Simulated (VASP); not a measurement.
Here is the system:

```
KZnF3
1.0
    4.05422     0.00000     0.00000
    0.00000     4.05422     0.00000
    0.00000     0.00000     4.05422
K Zn F
1 1 3
Direct
  0.00000   0.00000   0.00000
  0.50000   0.50000   0.50000
  0.50000   0.00000   0.50000
  0.00000   0.50000   0.50000
  0.50000   0.50000   0.00000
```

Calculation: r2SCAN meta-GGA, VASP's PBE PAW potentials (set 64) (plane waves; VASP). Settings: 520 eV cut-off, 6×6×6 Γ-centred mesh, Gaussian smearing of 0.050 eV, potentials K_sv Zn F.

Question: Give the energy at these volumes per atom, relative to the lowest: 12.49, 12.89, 13.29, 13.68, 14.08 Å³.

Answer: 16.3, 4.2, 0.0, 2.4, 10.5 meV/atom. A third-order Birch-Murnaghan fit gives B0 = 87.8 GPa and B0′ = 4.7.

The compound is KZnF3 in the cubic perovskite structure. It was relaxed first.
